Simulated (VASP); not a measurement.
Relaxed, unreconstructed slabs of W (bcc). These are PBEsol GGA, VASP's PBE PAW potentials (set 64) (plane waves; VASP) values and carry that method's errors.

Slab and bulk use different k-meshes, so the surface energy is good to a few per cent at best.

Q: Order the faces (111) [10 atoms], (211) [7 atoms], (100) [6 atoms], (110) [5 atoms] by surface energy, lowest first.

A: (110) [5 atoms] (3.58 J/m²), (211) [7 atoms] (3.77 J/m²), (111) [10 atoms] (3.92 J/m²), (100) [6 atoms] (4.32 J/m²)

Q: And what are their work functions?

A: (111) [10 atoms] 4.26 eV, (211) [7 atoms] 4.29 eV, (100) [6 atoms] 4.34 eV, (110) [5 atoms] 4.89 eV.

Runs of the series that failed, ran out of time, didn't relax or are held back are left out, and each face is given by its thickest slab.

The cell is a thin slab with vacuum, built from W (bcc).
